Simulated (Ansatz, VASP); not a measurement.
# TiB2 in two plane-wave programs, part 2 of 2

Aim: how closely do two programs agree when they are given the same cell, functional and k mesh? Of the first pair: The structure shown is the end of the Ansatz relaxation below.

VASP 6.6.1 and Ansatz 0.2.0.

So far. Step 3 (VASP: single point, PBEsol): The run ends at a pressure of -5.06 GPa.

**5. VASP: zone-centre phonons, PBEsol**

Level of this step: PBEsol; plane waves and PAW (B, Ti_sv) (VASP).

Second derivatives magnify differences that forces hide, and they need a tight electronic threshold. The cell compared in this pair holds 23.59 Å³, against 25.84 Å³ for the pair before.

The input, INCAR:

```
SYSTEM = TiB2
PREC = Accurate
ENCUT = 500
EDIFF = 1E-08
NELM = 120
ISMEAR = 1
SIGMA = 0.2
LREAL = .FALSE.
ALGO = Normal
GGA = PS
NBANDS = 15
LASPH = .TRUE.
LORBIT = 11
LWAVE = .FALSE.
LCHARG = .FALSE.
ISIF = 2
IBRION = 8
GGA_COMPAT = .FALSE.
KPAR = 2
```

The input, POSCAR:

```
TiB2
1.0
    2.8967960490      0.0000000000      0.0000000000
   -1.4483980245      2.5086989680      0.0000000000
    0.0000000000      0.0000000000      3.2459841275
B Ti
2 1
Direct
    0.3333333333      0.6666666667      0.5000000000
    0.6666666667      0.3333333333      0.5000000000
    0.0000000000      0.0000000000      0.0000000000
```

The input, KPOINTS:

```
Automatic mesh
0
Gamma
15 15 16
0 0 0
```

The projector-augmented-wave data sets are B and Ti_sv (PBE family, release 64).

Run with:

```bash
> mpirun -np 2 vasp_std
```

Numbers of over 12 decimals in the logs are rounded to 6 here.

What it wrote:

```text
[banner, memory and clock lines left out]
running    2 mpi-ranks, on    1 nodes
[...]
[... a notice as in an earlier step ...]

 LDA part: xc-table for (Slater+PW92), standard interpolation
 POSCAR, INCAR and KPOINTS ok, starting setup
[...]
entering main loop
       N       E                     dE             d eps       ncg     rms          rms(c)
DAV:   1     0.120706476924E+03    0.12071E+03   -0.89031E+03  7305   0.135E+03
DAV:   2    -0.237591713266E+02   -0.14447E+03   -0.13981E+03  7682   0.357E+02
DAV:   3    -0.309469079617E+02   -0.71877E+01   -0.71109E+01 10335   0.781E+01
DAV:   4    -0.311501894064E+02   -0.20328E+00   -0.20298E+00  8987   0.115E+01
[...]
DAV:  13    -0.255948135447E+02   -0.11850E-06   -0.24816E-06  8711   0.164E-02    0.510E-03
DAV:  14    -0.255948133344E+02    0.21021E-06   -0.11551E-06 10632   0.129E-02    0.674E-04
DAV:  15    -0.255948133278E+02    0.66902E-08   -0.38277E-08  7901   0.240E-03
   1 F= -.25594813E+02 E0= -.25594887E+02  d E =0.221008E-03
[...]
RMM:  16    -0.620124709706E+00    0.28469E-06   -0.17470E-06 40871   0.761E-04    0.635E-05
RMM:  17    -0.620125176788E+00   -0.46708E-06   -0.14373E-06 38339   0.654E-04    0.565E-05
RMM:  18    -0.620125089574E+00    0.87214E-07   -0.99653E-07 40058   0.563E-04    0.581E-05
 first order change of Fermi-energy   0.31126E-03
 force on displaced ion       3 direction 1 : -16.613  -0.000   0.000
 Linear response progress:
  Degree of freedom:   4/  4
       N       E                     dE             d eps       ncg     rms          rms(c)
RMM:   1    -0.822435492389E+00   -0.82244E+00   -0.37169E+00  7509   0.129E+02
RMM:   2    -0.768178158448E+00    0.54257E-01   -0.30114E-01 12026   0.470E+00    0.213E-01
RMM:   3    -0.767216010155E+00    0.96215E-03   -0.24568E-02 14026   0.119E+00    0.953E-02
RMM:   4    -0.767858385129E+00   -0.64237E-03   -0.15474E-02 15249   0.569E-01    0.229E-02
[...]
RMM:  25    -0.769770117958E+00   -0.33449E-07   -0.36794E-07 15296   0.205E-04    0.593E-06
RMM:  26    -0.769770125467E+00   -0.75092E-08   -0.32779E-07 13529   0.178E-04    0.733E-06
RMM:  27    -0.769770156168E+00   -0.30701E-07   -0.26820E-07 13740   0.156E-04    0.687E-06
 first order change of Fermi-energy   0.14440E-02
 force on displaced ion       3 direction 3 :   0.000   0.000 -17.027
 Linear response finished
```

From OUTCAR (step 5):

```text
  Total        4.8609780      4.8609780      0.0503764      0.0000000      0.0000000      0.0000000
  in kB      330.1576589    330.1576589      3.4215621      0.0000000      0.0000000      0.0000000
  external PRESSURE =     221.2456267 kB  Pullay stress =       0.0000000 kB

 POSITION                                       TOTAL-FORCE (eV/Angst)
 -----------------------------------------------------------------------------------
     -0.00000      1.67247      1.62299        -0.000000     -0.000000      0.000000
      1.44840      0.83623      1.62299         0.000000      0.000000     -0.000000
      0.00000      0.00000      0.00000        -0.000000      0.000000     -0.000000
 -----------------------------------------------------------------------------------
    total drift:                               -0.000000      0.000000      0.000000

[... 1 part as in an earlier step ...]

[... 1 further part left out ...]
```

**6. Ansatz: zone-centre phonons, PBEsol**

The same cell, functional, mesh and smearing now go to Ansatz, which takes its cutoff from its data sets.

The cell is taken from a series of runs on this material, whose earlier steps may have relaxed, scaled, displaced or heated it; both programs get it as it stands.

The input, input.yaml:

```yaml
crystal:
  lattice:
    - [2.896796049, 0.0, 0.0]
    - [-1.4483980245, 2.508698968, 0.0]
    - [0.0, 0.0, 3.2459841275]
  atoms:
    - { symbol: B, position: [0.3333333333, 0.6666666667, 0.5] }
    - { symbol: B, position: [0.6666666667, 0.3333333333, 0.5] }
    - { symbol: Ti, position: [0.0, 0.0, 0.0] }
kpoints:
  mp_grid: { grid: [15, 15, 16] }
hamiltonian:
  xc: pbesol
  pseudopotentials: { kind: paw, azcp: { folder: soft_1 }, xc_functional: pbe }
scf:
  occupations: { method: methfessel_paxton, width: 0.2 }
output:
  eigenvalues: true
phonons:
  method: dfpt
```

Run with:

```bash
> ansatz run input.yaml --threads 4 --pin off --max-ram 10240MiB --backend cpu --events-out ev --progress --plain --runs-dir out
```

What it wrote:

```text
zone centre: on kpoints.mp_grid the ground state, and the responses unless they are solved on pairs of k-points, stand on 576 of the mesh's 3600 k-points, reduced under 4 symmetry operations, with k and −k counted as one. Each operation leaves every solved displacement unchanged or reverses it
[...]
Crystal: 3 atoms, lattice volume = 23.589 Å³
[...]
k mesh reduced under 4 symmetry operations, with k and −k counted as one. Each operation leaves every solved displacement unchanged or reverses it
  ASR residual: 1.157e-5 → 0.000e0 eV/Å²; symmetrization residual: 8.136e-7 eV/Å²
  ASR residual per site (eV/Å²): 1.96e-6 1.96e-6 1.16e-5
  Γ frequencies (cm⁻¹): 0.00 0.00 0.00 550.50 550.50 556.09 576.82 1065.24 1065.24
  non-analytic LO–TO correction: not included (Born effective charges unavailable; polar crystals: no LO–TO splitting at Γ)
[key lines of the parts left out:]
SCF converged after 10 iterations
Free energy (F): -2782.438063 eV
Fermi energy:    16.434170 eV
```

**7. Comparison**

Both answers:

| quantity | Ansatz | VASP | difference |
| --- | --- | --- | --- |
| optical mode 1 to 2 (cm⁻¹) | 550.5 | 550.4 | +0.02 % |
| optical mode 3 (cm⁻¹) | 556.1 | 557.2 | -0.20 % |
| optical mode 4 (cm⁻¹) | 576.8 | 576.0 | +0.14 % |
| optical mode 5 to 6 (cm⁻¹) | 1065.2 | 1069.2 | -0.37 % |

Modes are paired by rising frequency, not by their patterns, so a pair may set unlike modes beside each other; they are those without the splitting of longitudinal modes.

**8. Results**

| Item | Value |
| --- | --- |
| difference in pressure (single point, PBEsol) | -0.43 GPa |
| r.m.s. difference of the optical zone-centre modes, each program's sorted by frequency (zone-centre phonons, PBEsol) | 2.4 cm⁻¹ |

What this shows: The difference in pressure is -0.43 GPa (single point, PBEsol), within the 1 GPa picked in this series as the mark of a large difference. How closely two codes agree says nothing of how well the functional describes the real material.

[Lines on the potential files, build, host, timing and source positions are cut from VASP's logs without a mark.]

[Logs are printed without paths, hosts, clocks, repeated set-up lines and the standing remarks that a program may print on its own settings, such as how far it seeks lower states.]

[Hosts, paths, dates, database ids (printed as entryN), source tags and the programs' standing remarks are cut or masked in the printed files.]
